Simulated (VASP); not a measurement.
# TiC: input slips in a phonon run and what they do

Aim: see how common mistakes in a phonon run show up, on TiC. The starting structure is a measured crystal structure from the Crystallography Open Database.

Main program and level: VASP 6.6.1; Kohn-Sham DFT with plane waves and PAW; LDA.

The database entry behind the starting cell differs from later determinations by our own check (about 0.5 % long), so it need not match the best structure at ambient conditions.

## 1. Set-up

Symmetry: Fm-3m, No. 225, cubic system. The conventional cell has a = 4.350 Å, b = 4.350 Å, c = 4.350 Å, α = 90.00°, β = 90.00°, γ = 90.00°. Nearest to Ti lie 6 C at 2.17 Å. Nearest to C lie 6 Ti at 2.17 Å. Farther neighbours are not listed.

## 2. Reference modes

The cell comes from a relaxation at this level, not shown (19.39 Å³).

INCAR reads:

```
SYSTEM = TiC
PREC = Accurate
ENCUT = 520
EDIFF = 1E-08
NELM = 100
ISMEAR = 0
SIGMA = 0.05
LREAL = .FALSE.
ALGO = Normal
GGA = CA
NBANDS = 14
LASPH = .TRUE.
LORBIT = 11
LWAVE = .FALSE.
LCHARG = .FALSE.
KPAR = 8
IBRION = 8
ISIF = 2
```

POSCAR reads:

```
TiC
1.0
    0.0000000000      2.1322471767      2.1322471767
    2.1322471767      0.0000000000      2.1322471767
    2.1322471767      2.1322471767      0.0000000000
Ti C
1 1
Direct
    0.5000000000      0.5000000000      0.5000000000
    0.0000000000      0.0000000000      0.0000000000
```

KPOINTS reads:

```
Automatic mesh
0
Gamma
14 14 14
0 0 0
```

Potentials, in the order of the species: Ti_sv and C (LDA family, release 64).

On the command line:

```console
> mpirun -np 8 vasp_std
```

Output:

```text
[banner, memory and clock lines left out]
running    8 mpi-ranks, on    1 nodes
 distrk:  each k-point on    1 cores,    8 groups
 distr:  one band on    1 cores,    1 groups

 POSCAR found type information on POSCAR TiC
 POSCAR found :  2 types and       2 ions
|                                                                             |
|           W    W    AA    RRRRR   N    N  II  N    N   GGGG   !!!           |
|           W    W   A  A   R    R  NN   N  II  NN   N  G    G  !!!           |
|           W    W  A    A  R    R  N N  N  II  N N  N  G       !!!           |
|           W WW W  AAAAAA  RRRRR   N  N N  II  N  N N  G  GGG   !            |
|           WW  WW  A    A  R   R   N   NN  II  N   NN  G    G                |
|           W    W  A    A  R    R  N    N  II  N    N   GGGG   !!!           |
|                                                                             |
|     For optimal performance we recommend to set                             |
|       NCORE = 2 up to number-of-cores-per-socket                            |
|     NCORE specifies how many cores store one orbital (NPAR=cpu/NCORE).      |
|     This setting can greatly improve the performance of VASP for DFT.       |
|     The default, NCORE=1 might be grossly inefficient on modern             |
|     multi-core architectures or massively parallel machines. Do your        |
|     Unfortunately you need to use the default for GW and RPA                |
|     calculations (for HF NCORE is supported but not extensively tested      |
|     yet).                                                                   |
|                                                                             |

 LDA part: xc-table for (Slater(with rela. corr.)+CA(PZ))
 , standard interpolation
 POSCAR, INCAR and KPOINTS ok, starting setup
 FFT: planning ... GRIDC
 FFT: planning ... GRID_SOFT
 FFT: planning ... GRID
 WAVECAR not read
 entering main loop
       N       E                     dE             d eps       ncg     rms          rms(c)
DAV:   1     0.120086806734E+03    0.12009E+03   -0.86467E+03  2918   0.142E+03
DAV:   2    -0.149856755255E+02   -0.13507E+03   -0.12700E+03  3098   0.351E+02
DAV:   3    -0.255328897243E+02   -0.10547E+02   -0.10393E+02  4586   0.916E+01
DAV:   4    -0.259716343581E+02   -0.43874E+00   -0.43847E+00  3494   0.142E+01
DAV:   5    -0.259828219518E+02   -0.11188E-01   -0.11187E-01  3946   0.205E+00    0.189E+01
DAV:   6    -0.211741807196E+02    0.48086E+01   -0.13054E+01  4194   0.606E+01    0.689E+00
DAV:   7    -0.205843664513E+02    0.58981E+00   -0.22664E+00  3510   0.227E+01    0.535E+00
DAV:   8    -0.205540745093E+02    0.30292E-01   -0.11498E-01  3212   0.387E+00    0.346E+00
DAV:   9    -0.205415007004E+02    0.12574E-01   -0.10405E-01  3614   0.388E+00    0.682E-01
DAV:  10    -0.205407815257E+02    0.71917E-03   -0.10478E-02  3882   0.137E+00    0.636E-01
DAV:  11    -0.205389249788E+02    0.18565E-02   -0.50487E-03  3134   0.105E+00    0.141E-01
DAV:  12    -0.205389209874E+02    0.39914E-05   -0.38642E-04  3224   0.227E-01    0.478E-02
DAV:  13    -0.205389100994E+02    0.10888E-04   -0.20407E-05  3584   0.364E-02    0.657E-03
DAV:  14    -0.205389098257E+02    0.27370E-06   -0.58157E-07  3476   0.860E-03    0.288E-03
DAV:  15    -0.205389097332E+02    0.92482E-07   -0.15932E-07  4542   0.614E-03    0.135E-03
DAV:  16    -0.205389097176E+02    0.15625E-07   -0.39532E-08  3212   0.308E-03    0.172E-04
DAV:  17    -0.205389097161E+02    0.15270E-08   -0.93505E-10  1912   0.374E-04
   1 F= -.20538910E+02 E0= -.20538723E+02  d E =-.374302E-03
 Linear response reoptimize wavefunctions to high precision
DAV:   1    -0.205389097160E+02    0.42974E-10   -0.21821E-10  2050   0.169E-04
 Linear response DOF=           2
 Linear response progress:
  Degree of freedom:   1/  2
       N       E                     dE             d eps       ncg     rms          rms(c)
RMM:   1    -0.675225134747E+00   -0.67523E+00    0.83687E+00  6908   0.131E+02
RMM:   2    -0.649656690206E+00    0.25568E-01   -0.23631E-01 11404   0.496E+00    0.227E-01
RMM:   3    -0.648879158147E+00    0.77753E-03   -0.18456E-02 13480   0.117E+00    0.112E-01
RMM:   4    -0.648157462934E+00    0.72170E-03   -0.75187E-03 14754   0.510E-01    0.213E-02
RMM:   5    -0.648720169781E+00   -0.56271E-03   -0.11949E-03 15580   0.202E-01    0.101E-02
RMM:   6    -0.649017211441E+00   -0.29704E-03   -0.29288E-04 15566   0.860E-02    0.759E-03
RMM:   7    -0.649543249788E+00   -0.52604E-03   -0.68029E-05 13789   0.480E-02    0.666E-03
RMM:   8    -0.649381294598E+00    0.16196E-03   -0.32096E-05 14760   0.248E-02    0.465E-04
RMM:   9    -0.649367394269E+00    0.13900E-04   -0.14047E-05 15967   0.133E-02    0.732E-04
RMM:  10    -0.649392124146E+00   -0.24730E-04   -0.11225E-05 15230   0.768E-03    0.132E-04
RMM:  11    -0.649397283266E+00   -0.51591E-05   -0.96027E-06 16319   0.500E-03    0.832E-05
RMM:  12    -0.649400429385E+00   -0.31461E-05   -0.76666E-06 15732   0.339E-03    0.501E-05
RMM:  13    -0.649404065877E+00   -0.36365E-05   -0.64732E-06 15108   0.255E-03    0.231E-05
RMM:  14    -0.649403520739E+00    0.54514E-06   -0.40966E-06 16320   0.193E-03    0.167E-05
RMM:  15    -0.649403187634E+00    0.33311E-06   -0.37553E-06 15623   0.155E-03    0.426E-05
RMM:  16    -0.649402743555E+00    0.44408E-06   -0.26944E-06 15871   0.126E-03    0.605E-05
RMM:  17    -0.649402992053E+00   -0.24850E-06   -0.25589E-06 15348   0.105E-03    0.622E-05
RMM:  18    -0.649403045048E+00   -0.52995E-07   -0.18665E-06 16380   0.876E-04    0.683E-05
RMM:  19    -0.649403283069E+00   -0.23802E-06   -0.12736E-06 14509   0.743E-04    0.705E-05
 first order change of Fermi-energy   0.73929E-04
 force on displaced ion       1 direction 1 : -10.694   0.000   0.000
 Linear response progress:
  Degree of freedom:   2/  2
       N       E                     dE             d eps       ncg     rms          rms(c)
RMM:   1    -0.125813484030E+00   -0.12581E+00   -0.53793E-02 14614   0.231E+00
RMM:   2    -0.116197872879E+00    0.96156E-02   -0.56418E-03 13276   0.565E-01    0.147E-01
RMM:   3    -0.116821518615E+00   -0.62365E-03   -0.19136E-03 13494   0.243E-01    0.671E-02
RMM:   4    -0.117828192177E+00   -0.10067E-02   -0.74059E-04 13814   0.148E-01    0.146E-02
RMM:   5    -0.117953457462E+00   -0.12527E-03   -0.14854E-04 15713   0.584E-02    0.278E-03
RMM:   6    -0.117935180825E+00    0.18277E-04   -0.20817E-05 15296   0.239E-02    0.114E-03
RMM:   7    -0.117938738735E+00   -0.35579E-05   -0.43902E-06 15992   0.111E-02    0.482E-04
RMM:   8    -0.117938904404E+00   -0.16567E-06   -0.13310E-06 15823   0.534E-03    0.338E-04
RMM:   9    -0.117937953255E+00    0.95115E-06    0.39314E-07 15765   0.281E-03    0.105E-04
RMM:  10    -0.117937495966E+00    0.45729E-06   -0.59694E-07 16019   0.146E-03    0.562E-05
RMM:  11    -0.117937633813E+00   -0.13785E-06   -0.41987E-07 15870   0.752E-04    0.442E-05
RMM:  12    -0.117937619827E+00    0.13986E-07    0.17699E-08 16040   0.405E-04    0.181E-05
RMM:  13    -0.117937614539E+00    0.52881E-08   -0.11849E-07 16203   0.224E-04    0.342E-06
RMM:  14    -0.117937622747E+00   -0.82074E-08   -0.40119E-08 16293   0.123E-04    0.111E-05
 first order change of Fermi-energy   0.20801E-03
 force on displaced ion       2 direction 1 : -10.668   0.000   0.000
 Linear response finished
```

Wall time 33 s (8 MPI ranks of Intel Xeon 6975P-C (Granite Rapids), shared host); peak memory 2.3 GiB; 3.5 min of CPU time.

The logs omit lines about the potential files and the build; timing stands in the text.

Parts of OUTCAR (step 2):

```text
ion  position               nearest neighbor table
   1  0.500  0.500  0.500-   2 2.13   2 2.13   2 2.13   2 2.13   2 2.13   2 2.13
   2  0.000  0.000  0.000-   1 2.13   1 2.13   1 2.13   1 2.13   1 2.13   1 2.13

  LATTYP: Found a face centered cubic cell.
 ALAT       =     4.2644943534

 Subroutine GETGRP returns: Found 48 space group operations
 (whereof 48 operations were pure point group operations)

The static configuration has the point symmetry O_h .

 Found    104 irreducible k-points:

   k-points           NKPTS =    104   k-points in BZ     NKDIM =    104   number of bands    NBANDS=     14

   dimension x,y,z NGX =    24 NGY =   24 NGZ =   24
   dimension x,y,z NGXF=    48 NGYF=   48 NGZF=   48

   ENCUT  =  520.0 eV  38.22 Ry    6.18 a.u.   5.61  5.61  5.61*2*pi/ulx,y,z

   NELECT =      16.0000    total number of electrons

 k-points in reciprocal lattice and weights: Automatic mesh
   0.00000000  0.00000000  0.00000000       0.000
   0.07142857  0.00000000  0.00000000       0.003
   0.14285714  0.00000000  0.00000000       0.003
   0.21428571  0.00000000  0.00000000       0.003
   0.28571429  0.00000000  0.00000000       0.003
   0.35714286  0.00000000  0.00000000       0.003
   0.42857143  0.00000000  0.00000000       0.003
   0.50000000  0.00000000  0.00000000       0.001
   0.07142857  0.07142857  0.00000000       0.002
[...]
-0.28571429  0.42857143  0.21428571       0.009
  -0.28571429  0.50000000  0.21428571       0.004

 average (electrostatic) potential at core
       1 -70.4906       2 -48.1761

  Total       -0.0012554     -0.0012554     -0.0012554      0.0000000      0.0000000     -0.0000000
  in kB       -0.1037394     -0.1037394     -0.1037394      0.0000000      0.0000000     -0.0000000
  external PRESSURE =      -0.1037394 kB  Pullay stress =       0.0000000 kB

  energy-cutoff  :      520.00
  volume of cell :       19.39
      direct lattice vectors                 reciprocal lattice vectors
     0.000000000  2.132247177  2.132247177    -0.234494390  0.234494390  0.234494390
     2.132247177  0.000000000  2.132247177     0.234494390 -0.234494390  0.234494390
     2.132247177  2.132247177  0.000000000     0.234494390  0.234494390 -0.234494390

 POSITION                                       TOTAL-FORCE (eV/Angst)
 -----------------------------------------------------------------------------------
      2.13225      2.13225      2.13225         0.000000     -0.000000      0.000000
      0.00000      0.00000      0.00000         0.000000      0.000000      0.000000
 -----------------------------------------------------------------------------------
    total drift:                               -0.000000     -0.000000      0.000000

 Eigenvectors and eigenvalues of the dynamical matrix
 ----------------------------------------------------

   1 f  =   16.481912 THz   103.558907 2PiTHz  549.777403 cm-1    68.163680 meV
             X         Y         Z           dx          dy          dz
      2.132247  2.132247  2.132247    -0.448269   -0.000000   -0.000000
      0.000000  0.000000  0.000000     0.893898    0.000000   -0.000000

   2 f  =   16.481912 THz   103.558907 2PiTHz  549.777403 cm-1    68.163680 meV
             X         Y         Z           dx          dy          dz
      2.132247  2.132247  2.132247     0.000000   -0.448269    0.000000
      0.000000  0.000000  0.000000    -0.000000    0.893898    0.000000

   3 f  =   16.481912 THz   103.558907 2PiTHz  549.777403 cm-1    68.163680 meV
             X         Y         Z           dx          dy          dz
      2.132247  2.132247  2.132247     0.000000    0.000000   -0.448269
      0.000000  0.000000  0.000000     0.000000   -0.000000    0.893898

   4 f/i=    0.008186 THz     0.051432 2PiTHz    0.273045 cm-1     0.033853 meV
             X         Y         Z           dx          dy          dz
      2.132247  2.132247  2.132247    -0.881742    0.123160   -0.080107
      0.000000  0.000000  0.000000    -0.442173    0.061762   -0.040172

   5 f/i=    0.008186 THz     0.051432 2PiTHz    0.273045 cm-1     0.033853 meV
             X         Y         Z           dx          dy          dz
      2.132247  2.132247  2.132247    -0.001046    0.482116    0.752740
      0.000000  0.000000  0.000000    -0.000525    0.241770    0.377482

   6 f/i=    0.008186 THz     0.051432 2PiTHz    0.273045 cm-1     0.033853 meV
             X         Y         Z           dx          dy          dz
      2.132247  2.132247  2.132247     0.146916    0.742597   -0.475416
      0.000000  0.000000  0.000000     0.073675    0.372395   -0.238410

 ELASTIC MODULI CONTR FROM IONIC RELAXATION (kBar)
 Direction    XX          YY          ZZ          XY          YZ          ZX
 --------------------------------------------------------------------------------
 XX           0.0000      0.0000      0.0000      0.0000      0.0000      0.0000
 YY           0.0000      0.0000      0.0000      0.0000      0.0000      0.0000
 ZZ           0.0000      0.0000      0.0000      0.0000      0.0000      0.0000
 XY           0.0000      0.0000      0.0000      0.0000      0.0000      0.0000
 YZ           0.0000      0.0000      0.0000      0.0000      0.0000      0.0000
 ZX           0.0000      0.0000      0.0000      0.0000      0.0000      0.0000
 --------------------------------------------------------------------------------
```

Energies printed during the response cycles are not total energies of the cell.

Reference: the zone-centre mode is T1u 549.8 cm⁻¹.

## 3. Modes with finite displacements, else as the reference

Against step 2 the input has IBRION = 6, NFREE = 2 and POTIM = 0.015 (also changed: NSW).

INCAR, as its differences from that of step 2:

```diff
@@ -16,3 +16,6 @@
 KPAR = 8
-IBRION = 8
+IBRION = 6
+NFREE = 2
+POTIM = 0.015
+NSW = 1
 ISIF = 2
```

POSCAR is that of step 2.

KPOINTS is that of step 2.

On the command line:

```console
> mpirun -np 8 vasp_std
```

Output:

```text
[banner, memory and clock lines left out]
running    8 mpi-ranks, on    1 nodes
[...]
[... a notice as in an earlier step ...]

 LDA part: xc-table for (Slater(with rela. corr.)+CA(PZ))
 , standard interpolation
 POSCAR, INCAR and KPOINTS ok, starting setup
[...]
entering main loop
       N       E                     dE             d eps       ncg     rms          rms(c)
[... 17 cycles as in an earlier step ...]
   1 F= -.20538910E+02 E0= -.20538723E+02  d E =-.374302E-03
[... from here on, the cycles between the ionic steps are left out ...]
   2 F= -.20537705E+02 E0= -.20537519E+02  d E =-.371982E-03
   3 F= -.20537705E+02 E0= -.20537519E+02  d E =-.371981E-03
   4 F= -.20537707E+02 E0= -.20537521E+02  d E =-.371982E-03
   5 F= -.20537707E+02 E0= -.20537521E+02  d E =-.371978E-03
 Finite differences progress:
  Degree of freedom:   2/  2
  Displacement:        2/  2
  Total:               4/  4
```

Elapsed: 14 s, on 8 MPI ranks; peak memory 1.9 GiB; 84 s of CPU time.

From OUTCAR (step 3):

```text
  Total        0.0076335     -0.0001608     -0.0001608     -0.0000000      0.0000000      0.0000000
  in kB        0.6307985     -0.0132880     -0.0132880     -0.0000000      0.0000000      0.0000000
  external PRESSURE =       0.2014075 kB  Pullay stress =       0.0000000 kB

 POSITION                                       TOTAL-FORCE (eV/Angst)
 -----------------------------------------------------------------------------------
      2.13225      2.13225      2.13225        -0.160776      0.000000      0.000000
     -0.01500      0.00000      0.00000         0.160776      0.000000      0.000000
 -----------------------------------------------------------------------------------
    total drift:                               -0.000069      0.000000      0.000000

  FREE ENERGIE OF THE ION-ELECTRON SYSTEM (eV)
  ---------------------------------------------------
  free  energy   TOTEN  =       -20.5377065513 eV

  energy  without entropy=      -20.5373345729  energy(sigma->0) =      -20.53752056

[... 2 parts as in an earlier step ...]

[... 1 further part left out ...]
[key lines of the parts left out:]
E-fermi :   9.8001
```

The last energy, forces and stress in OUTCAR belong to the last displaced cell, not to that of POSCAR.

With finite displacements, else as the reference the mode is T1u 551.0 cm⁻¹, +1.2 cm⁻¹ from the reference.

## 4. Modes with a cutoff far too low

A slip made on purpose: a cutoff far too low. Against step 2 the input has ENCUT = 220 (also changed: NELM).

INCAR reads:

```
SYSTEM = TiC
PREC = Accurate
ENCUT = 220
EDIFF = 1E-08
NELM = 60
ISMEAR = 0
SIGMA = 0.05
LREAL = .FALSE.
ALGO = Normal
GGA = CA
NBANDS = 14
LASPH = .TRUE.
LORBIT = 11
LWAVE = .FALSE.
LCHARG = .FALSE.
KPAR = 8
IBRION = 8
ISIF = 2
```

POSCAR is that of step 3.

KPOINTS is that of step 3.

On the command line:

```console
> mpirun -np 8 vasp_std
```

Output:

```text
[... set-up lines as in an earlier step ...]
 entering main loop
       N       E                     dE             d eps       ncg     rms          rms(c)
DAV:   1     0.661094351118E+02    0.66109E+02   -0.49962E+03  3088   0.798E+02
DAV:   2    -0.190271803468E+02   -0.85137E+02   -0.80751E+02  3212   0.239E+02
DAV:   3    -0.249674941343E+02   -0.59403E+01   -0.58975E+01  4146   0.588E+01
DAV:   4    -0.252595276531E+02   -0.29203E+00   -0.29197E+00  3558   0.931E+00
[...]
DAV:  15    -0.206568917084E+02    0.15943E-06   -0.68206E-08  3284   0.278E-03    0.503E-04
DAV:  16    -0.206568917712E+02   -0.62766E-07   -0.19419E-09  1834   0.550E-04    0.866E-05
DAV:  17    -0.206568917778E+02   -0.66345E-08   -0.52076E-10  1606   0.251E-04
   1 F= -.20656892E+02 E0= -.20656624E+02  d E =-.535079E-03
 Linear response reoptimize wavefunctions to high precision
DAV:   1    -0.206568917766E+02    0.12112E-08   -0.12472E-10  1816   0.113E-04
DAV:   2    -0.206568917766E+02   -0.40927E-11   -0.14842E-11  1546   0.407E-05
 Linear response DOF=           2
 Linear response progress:
[...]
RMM:  20    -0.636509006558E+00   -0.11323E-07   -0.15623E-06 14158   0.433E-04    0.409E-05
RMM:  21    -0.636509121520E+00   -0.11496E-06   -0.10417E-06 13193   0.367E-04    0.401E-05
RMM:  22    -0.636509101270E+00    0.20250E-07   -0.82592E-07 14002   0.310E-04    0.412E-05
 first order change of Fermi-energy   0.12354E-03
 force on displaced ion       1 direction 1 : -10.790   0.000   0.000
 Linear response progress:
  Degree of freedom:   2/  2
       N       E                     dE             d eps       ncg     rms          rms(c)
RMM:   1    -0.105508312194E+00   -0.10551E+00    0.32625E-02 15272   0.198E+00
RMM:   2    -0.103383051891E+00    0.21253E-02   -0.55681E-03 13228   0.462E-01    0.142E-01
RMM:   3    -0.104197785498E+00   -0.81473E-03   -0.17681E-03 13661   0.204E-01    0.717E-02
RMM:   4    -0.105294624214E+00   -0.10968E-02   -0.44329E-04 13534   0.119E-01    0.192E-02
[...]
RMM:  11    -0.105444962142E+00    0.29099E-06   -0.65553E-07 15835   0.567E-04    0.282E-05
RMM:  12    -0.105445110970E+00   -0.14883E-06   -0.19702E-07 15431   0.301E-04    0.717E-06
RMM:  13    -0.105445101932E+00    0.90384E-08   -0.67351E-08 16428   0.153E-04    0.661E-06
 first order change of Fermi-energy   0.21563E-03
 force on displaced ion       2 direction 1 : -10.789   0.000   0.000
 Linear response finished
```

Run time: 11 s. Hardware: 8 MPI ranks; peak memory 1.2 GiB.

From OUTCAR (step 4):

```text
  Total       -4.5684851     -4.5684851     -4.5684851      0.0000000      0.0000000      0.0000000
  in kB     -377.5201654   -377.5201654   -377.5201654      0.0000000      0.0000000      0.0000000
  external PRESSURE =    -377.5201654 kB  Pullay stress =       0.0000000 kB

 POSITION                                       TOTAL-FORCE (eV/Angst)
 -----------------------------------------------------------------------------------
      2.13225      2.13225      2.13225         0.000000      0.000000      0.000000
      0.00000      0.00000      0.00000        -0.000000     -0.000000     -0.000000
 -----------------------------------------------------------------------------------
    total drift:                                0.000000      0.000000      0.000000

[... 1 part as in an earlier step ...]

[... 1 further part left out ...]
```

With a cutoff far too low the mode is T1u 552.8 cm⁻¹, +3.0 cm⁻¹ from the reference.

[end of part 1 of 2]

[Lines on the potential files, build, host, timing and source positions are cut from VASP's logs without a mark.]

[Logs are printed without paths, hosts, clocks, repeated set-up lines and the standing remarks that a program may print on its own settings, such as how far it seeks lower states.]

[Hosts, paths, dates, database ids (printed as entryN), source tags and the programs' standing remarks are cut or masked in the printed files.]
